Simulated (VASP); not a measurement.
# TiAlRe: the relaxed cell at several levels, part 4 of 4

Wanted: equilibrium cells of TiAlRe at many levels, with their cost. The cell is invented: it takes the structure of a Materials Project entry for TiAlPt (space group 194 there), with some of its atoms replaced by other elements, volume scaled by an estimate. It may not be a known or stable phase. LASPH is on for some levels and off for others; the table marks which.

VASP 6.6.1, plane waves and PAW; the level of theory is named at each step.

Still holding for the runs below: The k-mesh is coarse for a metal.

So far. Step 5 (Relaxation with PBEsol): It ends at 14.86 Å³/atom, -2.6 % from the start, with 0.04 GPa left. The conventional cell has a = 4.431 and c = 5.242 Å. Step 6 (Relaxation with r2SCAN): It ends at 15.06 Å³/atom, -1.3 % from the start, with 0.02 GPa left. The conventional cell has a = 4.448 and c = 5.273 Å.

### 7. Relaxation with PBE + D3(BJ)

This step: PBE with D3(BJ); plane waves and PAW (Re, Ti_sv, Al); invented cell (VASP 6.6.1).

A dispersion term adds the long-range attraction that semilocal functionals lack. D3 with Becke-Johnson damping keeps a finite attraction at short range.

INCAR

```
SYSTEM = TiAlRe
PREC = Accurate
ENCUT = 520
EDIFF = 1E-06
NELM = 100
ISMEAR = -1
SIGMA = 0.05
LREAL = .FALSE.
ALGO = Normal
GGA = PE
IVDW = 12
NBANDS = 28
LORBIT = 11
LWAVE = .FALSE.
LCHARG = .FALSE.
KPAR = 2
IBRION = 2
NSW = 60
ISIF = 3
EDIFFG = -0.01
```

POSCAR

```
TiAlRe
1.0
    4.4639973389      0.0000000000      0.0000000000
   -2.2319986694      3.8659354934      0.0000000000
    0.0000000000      0.0000000000      5.3036987480
Re Ti Al
2 2 2
Direct
    0.6666666700      0.3333333300      0.2500000000
    0.3333333300      0.6666666700      0.7500000000
    0.0000000000      0.0000000000      0.0000000000
    0.0000000000      0.0000000000      0.5000000000
    0.3333333300      0.6666666700      0.2500000000
    0.6666666700      0.3333333300      0.7500000000
```

KPOINTS

```
Automatic mesh
0
Gamma
7 7 5
0 0 0
```

Potentials, in the order of the species: Re, Ti_sv and Al (PBE family, release 64).

Command:

```console
$ mpirun -np 2 vasp_std
```

What it wrote:

```text
[... set-up lines as in an earlier step ...]
 entering main loop
       N       E                     dE             d eps       ncg     rms          rms(c)
[... 16 cycles as in an earlier step ...]
   1 F= -.52317903E+02 E0= -.52296708E+02  d E =-.523179E+02
[...]
2 F= -.52246247E+02 E0= -.52227132E+02  d E =0.716560E-01
[...]
3 F= -.52368953E+02 E0= -.52348688E+02  d E =-.510498E-01
[...]
4 F= -.52368955E+02 E0= -.52348705E+02  d E =-.510518E-01
[...]
5 F= -.52369554E+02 E0= -.52349120E+02  d E =-.599184E-03
 trial-energy change:   -0.000599  1 .order   -0.000603   -0.001314    0.000109
 step:   0.8136(harm=  0.8136)  dis= 0.00000  next Energy=   -52.369561 (dE=-0.607E-03)
 reached required accuracy - stopping structural energy minimisation
```

It took 2.1 min on 2 MPI ranks of Intel Xeon Platinum 8259CL at 2.50GHz (Skylake/Cascade Lake), shared host; peak memory 0.53 GiB; 4.3 min of CPU time.

Parts of OUTCAR (step 7):

```text
 Edisp (eV)   -3.39600

 Edisp (eV)   -3.39669

  Total       0.01514     0.01514     0.05635     0.00000    -0.00000     0.00000
  in kB       0.27367     0.27367     1.01830     0.00000    -0.00000     0.00000
  external pressure =        0.52 kB  Pullay stress =        0.00 kB

 POSITION                                       TOTAL-FORCE (eV/Angst)
 -----------------------------------------------------------------------------------
      2.21189      1.27704      1.30784        -0.000000      0.000000      0.000000
     -0.00000      2.55407      3.92353         0.000000     -0.000000      0.000000
     -0.00000     -0.00000      0.00000        -0.000000     -0.000000      0.000000
     -0.00000     -0.00000      2.61569        -0.000000     -0.000000      0.000000
     -0.00000      2.55407      1.30784         0.000000     -0.000000      0.000000
      2.21189      1.27704      3.92353        -0.000000     -0.000000      0.000000
 -----------------------------------------------------------------------------------
    total drift:                               -0.000006      0.000004      0.000000

  FREE ENERGIE OF THE ION-ELECTRON SYSTEM (eV)
  ---------------------------------------------------
  free  energy   TOTEN  =       -52.3695538744 eV

  energy  without entropy=      -52.3286864923  energy(sigma->0) =      -52.34912018

[... 2 parts as in an earlier step ...]

[... 2 further parts left out ...]
[key lines of the parts left out:]
E-fermi :   8.7721
```

Dispersion corrections of this kind ignore metallic screening and tend to overbind metals.

It ends at 14.78 Å³/atom, -3.1 % from the start, with 0.05 GPa left. The conventional cell has a = 4.424 and c = 5.231 Å. Against plain PBE, the dispersion term moves a by -1.0 % and c by -1.3 %.

### 8. Relaxation with optPBE-vdW

This step: optPBE-vdW; plane waves and PAW (Re, Ti_sv, Al); invented cell (VASP 6.6.1).

optPBE-vdW pairs nonlocal correlation with a PBE-like exchange and tends to long distances. LUSE_VDW switches on a nonlocal correlation term for dispersion.

Changes to INCAR since step 7:

```diff
@@ -9,4 +9,6 @@
 ALGO = Normal
-GGA = PE
-IVDW = 12
+GGA = OR
+AGGAC = 0
+LUSE_VDW = .TRUE.
+LASPH = .TRUE.
 NBANDS = 28
```

POSCAR is that of step 7.

KPOINTS is that of step 7.

Command:

```console
$ mpirun -np 2 vasp_std
```

What it wrote:

```text
[banner, memory and clock lines left out]
running    2 mpi-ranks, on    1 nodes
[...]
|                                                                             |
|               ----> ADVICE to this user running VASP <----                  |
|                                                                             |
|     You have switched on vdW-DFT.                                           |
|     This routine was written and supplied by Jiri Klimes. We recommend      |
|     that you carefully read and cite the following publications:            |
|       J. Klimes, D.R. Bowler, A. Michelides                                 |
|          J. Phys.: Cond Matt. 22 022201 (2010)                              |
|       J. Klimes, D.R. Bowler, A. Michelides                                 |
|          Phys. Rev. B. 83, 195131 (2011)                                    |
|     and references therein.                                                 |
|                                                                             |

[...]
entering main loop
       N       E                     dE             d eps       ncg     rms          rms(c)
DAV:   1     0.402602927683E+03    0.40260E+03   -0.21190E+04  2440   0.184E+03
DAV:   2     0.132924347922E+02   -0.38931E+03   -0.38060E+03  2160   0.693E+02
DAV:   3    -0.306883778912E+02   -0.43981E+02   -0.41997E+02  2680   0.191E+02
DAV:   4    -0.372282984339E+02   -0.65399E+01   -0.63021E+01  2592   0.433E+01
[...]
DAV:  15    -0.338490298443E+02   -0.25277E-05   -0.66263E-06  1672   0.338E-02    0.212E-02
DAV:  16    -0.338490272055E+02    0.26388E-05   -0.48333E-06  1344   0.319E-02    0.655E-03
DAV:  17    -0.338490272381E+02   -0.32673E-07   -0.64056E-06  1536   0.317E-02
   1 F= -.33849027E+02 E0= -.33827285E+02  d E =-.338490E+02
[... from here on, the cycles between the ionic steps are left out ...]
   2 F= -.33845108E+02 E0= -.33822524E+02  d E =0.391881E-02
   3 F= -.33853451E+02 E0= -.33831357E+02  d E =-.442344E-02
   4 F= -.33853449E+02 E0= -.33831361E+02  d E =-.442188E-02
   5 F= -.33853544E+02 E0= -.33831411E+02  d E =-.946155E-04
 trial-energy change:   -0.000095  1 .order   -0.000096   -0.000180   -0.000012
 step:   0.9440(harm=  0.9440)  dis= 0.00000  next Energy=   -33.853545 (dE=-0.961E-04)
 reached required accuracy - stopping structural energy minimisation
```

Wall time 8.5 min (2 MPI ranks); peak memory 1 GiB.

From OUTCAR (step 8):

```text
  Total        0.0255038      0.0255038      0.0060329      0.0000000      0.0000000      0.0000000
  in kB        0.4426074      0.4426075      0.1046976      0.0000000      0.0000000      0.0000000
  external PRESSURE =       0.3299708 kB  Pullay stress =       0.0000000 kB

 POSITION                                       TOTAL-FORCE (eV/Angst)
 -----------------------------------------------------------------------------------
      2.24068      1.29366      1.32704         0.000000      0.000000      0.000000
     -0.00000      2.58732      3.98113        -0.000000     -0.000000      0.000000
      4.48137      0.00000     -0.00000        -0.000000      0.000000      0.000000
      4.48137      0.00000      2.65409         0.000000      0.000000      0.000000
     -0.00000      2.58732      1.32704         0.000000     -0.000000      0.000000
      2.24068      1.29366      3.98113        -0.000000      0.000000      0.000000
 -----------------------------------------------------------------------------------
    total drift:                               -0.000006      0.000004      0.000000

  FREE ENERGIE OF THE ION-ELECTRON SYSTEM (eV)
  ---------------------------------------------------
  free  energy   TOTEN  =       -33.8535437339 eV

  energy  without entropy=      -33.8092782662  energy(sigma->0) =      -33.83141100

[... 2 parts as in an earlier step ...]

[... 2 further parts left out ...]
[key lines of the parts left out:]
E-fermi :   8.2955
```

It ends at 15.39 Å³/atom, +0.9 % from the start, with 0.03 GPa left. The conventional cell has a = 4.481 and c = 5.308 Å.

### 9. Relaxation with optB88-vdW

This step: optB88-vdW; plane waves and PAW (Re, Ti_sv, Al); invented cell (VASP 6.6.1).

optB88-vdW pairs nonlocal correlation with a B88-type exchange refitted to the binding of molecular dimers.

Changes to INCAR since step 8:

```diff
@@ -9,5 +9,7 @@
 ALGO = Normal
-GGA = OR
+GGA = BO
 AGGAC = 0
 LUSE_VDW = .TRUE.
+PARAM1 = 0.1833333333
+PARAM2 = 0.22
 LASPH = .TRUE.
```

POSCAR is that of step 8.

KPOINTS is that of step 8.

Command:

```console
$ mpirun -np 2 vasp_std
```

What it wrote:

```text
[banner, memory and clock lines left out]
running    2 mpi-ranks, on    1 nodes
[...]
[... a notice as in an earlier step ...]

 [... a notice as in an earlier step ...]

 LDA part: xc-table for (Slater+PW92), standard interpolation
 POSCAR, INCAR and KPOINTS ok, starting setup
[...]
entering main loop
       N       E                     dE             d eps       ncg     rms          rms(c)
DAV:   1     0.401568156721E+03    0.40157E+03   -0.21190E+04  2440   0.184E+03
DAV:   2     0.124345949822E+02   -0.38913E+03   -0.38044E+03  2160   0.693E+02
DAV:   3    -0.315769383545E+02   -0.44012E+02   -0.42019E+02  2680   0.191E+02
DAV:   4    -0.381047237142E+02   -0.65278E+01   -0.62930E+01  2592   0.433E+01
[...]
DAV:  15    -0.348309124457E+02   -0.15700E-05   -0.58717E-06  1624   0.325E-02    0.176E-02
DAV:  16    -0.348309109749E+02    0.14708E-05   -0.58078E-06  1680   0.293E-02    0.508E-03
DAV:  17    -0.348309108647E+02    0.11017E-06   -0.29614E-06  1392   0.184E-02
   1 F= -.34830911E+02 E0= -.34808999E+02  d E =-.348309E+02
[...]
N       E                     dE             d eps       ncg     rms          rms(c)
DAV:   1    -0.348345497850E+02   -0.36388E-02   -0.22391E-01  2008   0.843E+00    0.428E-01
DAV:   2    -0.348343841150E+02    0.16567E-03   -0.31927E-02  2664   0.226E+00    0.419E-01
DAV:   3    -0.348327136559E+02    0.16705E-02   -0.17023E-02  2300   0.115E+00    0.229E-01
DAV:   4    -0.348318057331E+02    0.90792E-03   -0.40193E-03  2360   0.554E-01    0.420E-02
DAV:   5    -0.348317988300E+02    0.69031E-05   -0.23723E-04  2536   0.118E-01    0.251E-02
DAV:   6    -0.348317977679E+02    0.10622E-05   -0.16372E-05  2184   0.413E-02    0.106E-02
DAV:   7    -0.348317968407E+02    0.92714E-06   -0.27702E-06  1320   0.256E-02
   2 F= -.34831797E+02 E0= -.34809685E+02  d E =-.885976E-03
 trial-energy change:   -0.000886  1 .order   -0.000874   -0.001831    0.000082
 step:   0.9585(harm=  0.9571)  dis= 0.00000  next Energy=   -34.831799 (dE=-0.888E-03)
 reached required accuracy - stopping structural energy minimisation
```

Run time: 3.7 min. Hardware: 2 MPI ranks; peak memory 1.1 GiB.

From OUTCAR (step 9):

```text
  Total        0.0020680      0.0020680      0.0264987      0.0000000     -0.0000000      0.0000000
  in kB        0.0362212      0.0362212      0.4641210      0.0000000     -0.0000000      0.0000000
  external PRESSURE =       0.1788545 kB  Pullay stress =       0.0000000 kB

 POSITION                                       TOTAL-FORCE (eV/Angst)
 -----------------------------------------------------------------------------------
      2.23505      1.29041      1.32153         0.000000      0.000000      0.000000
     -0.00000      2.58082      3.96460        -0.000000     -0.000000      0.000000
      2.23505      3.87122      0.00000        -0.000000      0.000000      0.000000
      2.23505      3.87122      2.64306         0.000000      0.000000      0.000000
     -0.00000      2.58082      1.32153         0.000000      0.000000      0.000000
      2.23505      1.29041      3.96460         0.000000      0.000000      0.000000
 -----------------------------------------------------------------------------------
    total drift:                               -0.000006      0.000004      0.000000

  FREE ENERGIE OF THE ION-ELECTRON SYSTEM (eV)
  ---------------------------------------------------
  free  energy   TOTEN  =       -34.8317968407 eV

  energy  without entropy=      -34.7875728309  energy(sigma->0) =      -34.80968484

[... 2 parts as in an earlier step ...]

[... 2 further parts left out ...]
[key lines of the parts left out:]
E-fermi :   8.3191
```

It ends at 15.25 Å³/atom, -0.1 % from the start, with 0.02 GPa left. The conventional cell has a = 4.470 and c = 5.286 Å.

### 10. Relaxation with PBE + D3

This step: PBE with D3; plane waves and PAW (Re, Ti_sv, Al); invented cell (VASP 6.6.1).

D3 makes the C6 coefficients depend on coordination; zero damping switches the term off at short range.

Changes to INCAR since step 9:

```diff
@@ -9,8 +9,4 @@
 ALGO = Normal
-GGA = BO
-AGGAC = 0
-LUSE_VDW = .TRUE.
-PARAM1 = 0.1833333333
-PARAM2 = 0.22
-LASPH = .TRUE.
+GGA = PE
+IVDW = 11
 NBANDS = 28
```

POSCAR is that of step 9.

KPOINTS is that of step 9.

Command:

```console
$ mpirun -np 2 vasp_std
```

What it wrote:

```text
[... set-up lines as in an earlier step ...]
 entering main loop
       N       E                     dE             d eps       ncg     rms          rms(c)
[... 16 cycles as in an earlier step ...]
   1 F= -.51480118E+02 E0= -.51458923E+02  d E =-.514801E+02
[...]
2 F= -.51424934E+02 E0= -.51405587E+02  d E =0.551842E-01
[...]
3 F= -.51521645E+02 E0= -.51501282E+02  d E =-.415269E-01
[...]
4 F= -.51521644E+02 E0= -.51501294E+02  d E =-.415255E-01
[...]
5 F= -.51522392E+02 E0= -.51501831E+02  d E =-.747916E-03
[...]
6 F= -.51522397E+02 E0= -.51501856E+02  d E =-.753428E-03
[...]
reached required accuracy - stopping structural energy minimisation
```

Elapsed: 2.4 min, on 2 MPI ranks; peak memory 0.52 GiB; 4.8 min of CPU time.

Parts of OUTCAR (step 10):

```text
 Edisp (eV)   -2.53949

 Edisp (eV)   -2.53941

  Total       0.03925     0.03925     0.03457     0.00000     0.00000     0.00000
  in kB       0.70720     0.70720     0.62278     0.00000     0.00000     0.00000
  external pressure =        0.68 kB  Pullay stress =        0.00 kB

 POSITION                                       TOTAL-FORCE (eV/Angst)
 -----------------------------------------------------------------------------------
      2.21440      1.27849      1.30877        -0.000000     -0.000000      0.000000
     -0.00000      2.55697      3.92630         0.000000     -0.000000      0.000000
      0.00000      0.00000      0.00000         0.000000      0.000000      0.000000
      0.00000     -0.00000      2.61753        -0.000000      0.000000      0.000000
     -0.00000      2.55697      1.30877         0.000000      0.000000      0.000000
      2.21440      1.27849      3.92630        -0.000000      0.000000      0.000000
 -----------------------------------------------------------------------------------
    total drift:                               -0.000006      0.000004      0.000000

  FREE ENERGIE OF THE ION-ELECTRON SYSTEM (eV)
  ---------------------------------------------------
  free  energy   TOTEN  =       -51.5223972982 eV

  energy  without entropy=      -51.4813140417  energy(sigma->0) =      -51.50185567

[... 2 parts as in an earlier step ...]

[... 2 further parts left out ...]
[key lines of the parts left out:]
E-fermi :   8.7375
```

It ends at 14.82 Å³/atom, -2.8 % from the start, with 0.07 GPa left. The conventional cell has a = 4.429 and c = 5.235 Å. Against plain PBE, the dispersion term moves a by -0.9 % and c by -1.2 %.

### 11. Relaxation with TPSS + D3(BJ)

This step: TPSS with D3(BJ); plane waves and PAW (Re, Ti_sv, Al); invented cell (VASP 6.6.1).

TPSS is an older meta-GGA.

Changes to INCAR since step 10:

```diff
@@ -9,4 +9,5 @@
 ALGO = Normal
-GGA = PE
-IVDW = 11
+METAGGA = TPSS
+IVDW = 12
+LASPH = .TRUE.
 NBANDS = 28
```

POSCAR is that of step 10.

KPOINTS is that of step 10.

Command:

```console
$ mpirun -np 2 vasp_std
```

What it wrote:

```text
[... set-up lines as in an earlier step ...]
 entering main loop
       N       E                     dE             d eps       ncg     rms          rms(c)
DAV:   1     0.102335724131E+04    0.10234E+04   -0.25337E+04  1640   0.295E+03
DAV:   2     0.115390877586E+03   -0.90797E+03   -0.89366E+03  1792   0.139E+03
DAV:   3    -0.157466355562E+02   -0.13114E+03   -0.12399E+03  2496   0.536E+02
DAV:   4    -0.414015669662E+02   -0.25655E+02   -0.23146E+02  2688   0.167E+02
[...]
DAV:  26    -0.738690395118E+02    0.38334E-05   -0.94747E-05  2376   0.592E-02    0.186E-02
DAV:  27    -0.738690474214E+02   -0.79096E-05   -0.31900E-05  2408   0.329E-02    0.109E-02
DAV:  28    -0.738690470022E+02    0.41924E-06   -0.59538E-06  1704   0.140E-02
   1 F= -.78735463E+02 E0= -.78714364E+02  d E =-.787355E+02
[... from here on, the cycles between the ionic steps are left out ...]
   2 F= -.78353833E+02 E0= -.78335978E+02  d E =0.381630E+00
   3 F= -.78944616E+02 E0= -.78925159E+02  d E =-.209153E+00
   4 F= -.78944760E+02 E0= -.78925333E+02  d E =-.209297E+00
   5 F= -.78944719E+02 E0= -.78925322E+02  d E =-.209256E+00
   6 F= -.78946183E+02 E0= -.78926413E+02  d E =-.146386E-02
   7 F= -.78946251E+02 E0= -.78926554E+02  d E =-.153203E-02
   8 F= -.78946164E+02 E0= -.78926405E+02  d E =0.876971E-04
   9 F= -.78946303E+02 E0= -.78926586E+02  d E =-.514365E-04
[...]
reached required accuracy - stopping structural energy minimisation
```

It took 19 min on 2 MPI ranks; peak memory 0.55 GiB.

Parts of OUTCAR (step 11):

```text
 Edisp (eV)   -5.18771

 Edisp (eV)   -5.19678

  Total       0.00606     0.00606     0.00252     0.00000     0.00000     0.00000
  in kB       0.11304     0.11304     0.04707     0.00000     0.00000     0.00000
  external pressure =        0.09 kB  Pullay stress =        0.00 kB

 POSITION                                       TOTAL-FORCE (eV/Angst)
 -----------------------------------------------------------------------------------
      2.19005      1.26443      1.29326         0.000000     -0.000000      0.000000
     -0.00000      2.52885      3.87977        -0.000000      0.000000      0.000000
      0.00000      0.00000      0.00000         0.000000     -0.000000      0.000000
      0.00000      0.00000      2.58651         0.000000     -0.000000      0.000000
     -0.00000      2.52885      1.29326         0.000000     -0.000000      0.000000
      2.19005      1.26443      3.87977         0.000000     -0.000000      0.000000
 -----------------------------------------------------------------------------------
    total drift:                               -0.000006      0.000004      0.000000

  FREE ENERGIE OF THE ION-ELECTRON SYSTEM (eV)
  ---------------------------------------------------
  free  energy   TOTEN  =       -78.9463027765 eV

  energy  without entropy=      -78.9068684057  energy(sigma->0) =      -78.92658559

[... 2 parts as in an earlier step ...]

[... 2 further parts left out ...]
[key lines of the parts left out:]
E-fermi :   9.1318
```

It ends at 14.32 Å³/atom, -6.1 % from the start, with 0.01 GPa left. The conventional cell has a = 4.380 and c = 5.173 Å.

### 12. The cells as a table

This step: relaxed cells at several levels; plane waves and PAW; invented cell (VASP 6.6.1).

Derived from the runs above.

Lengths are those of the conventional cell; cost is the wall time of each run, as given at its step, times its ranks, without the set-up around it; LASPH differs between rows, which moves results and costs too. Results by level, by row:

```tsv
level	volume (Å³/atom)	change from the start (%)	a (Å)	c (Å)	cost (core minutes)	LASPH
PBE	15.28	0.2	4.47	5.3	3.63	off
LDA	14.57	-4.5	4.408	5.197	6.63	off
PBEsol	14.86	-2.6	4.431	5.242	4.27	off
r2SCAN	15.06	-1.3	4.448	5.273	13.9	on
PBE + D3(BJ)	14.78	-3.1	4.424	5.231	4.3	off
optPBE-vdW	15.39	0.9	4.481	5.308	17	on
optB88-vdW	15.25	-0.1	4.47	5.286	7.47	on
PBE + D3	14.82	-2.8	4.429	5.235	4.8	off
TPSS + D3(BJ)	14.32	-6.1	4.38	5.173	37.6	on
```

### 13. Outcome

```yaml
volume_pbe: 15.28 Å³/atom
volume_lda: 14.57 Å³/atom
volume_pbesol: 14.86 Å³/atom
volume_r2scan: 15.06 Å³/atom
volume_pbe_d3_bj: 14.78 Å³/atom
volume_optpbe_vdw: 15.39 Å³/atom
volume_optb88_vdw: 15.25 Å³/atom
volume_pbe_d3: 14.82 Å³/atom
volume_tpss_d3_bj: 14.32 Å³/atom
```

**Reading.** For TiAlRe the levels give volumes between 14.32 Å³/atom (TPSS + D3(BJ)) and 15.39 Å³/atom (optPBE-vdW), a spread of 7.4 %, while the cost of the finished runs spans a factor of 10. The costs hold the number of ionic steps as well as the price of the functional. Adding D3(BJ) to PBE changes the volume by -3.3 % (a by -1.0 % and c by -1.3 %). Adding D3 to PBE changes the volume by -3.0 % (a by -0.9 % and c by -1.2 %). Pairwise corrections of the D and TS kind ignore the screening in a metal, so they may overbind here. Within 0.02 Å all end in space group P6_3/mmc; the runs can't lower the symmetry of the start. The k-sampling is coarse for a metal, so the Fermi level, pressures and the shape of the cell carry errors. Spin-orbit coupling is left out. LASPH is on for some levels and off for others, so differences between them are not the functional's alone. Each is a single relaxation on the plane waves of the start cell, so larger changes of volume carry a basis-set error that was not tested here. Zero-point and thermal expansion are not included. Nothing here tests the cell against competing phases.

[Lines on the potential files, build, host, timing and source positions are cut from VASP's logs without a mark.]

[Logs are printed without paths, hosts, clocks, repeated set-up lines and the standing remarks that a program may print on its own settings, such as how far it seeks lower states.]

[Hosts, paths, dates, database ids (printed as entryN), source tags and the programs' standing remarks are cut or masked in the printed files.]

[A measured line is paired with the nearest computed mode of its activity, which favours agreement.]
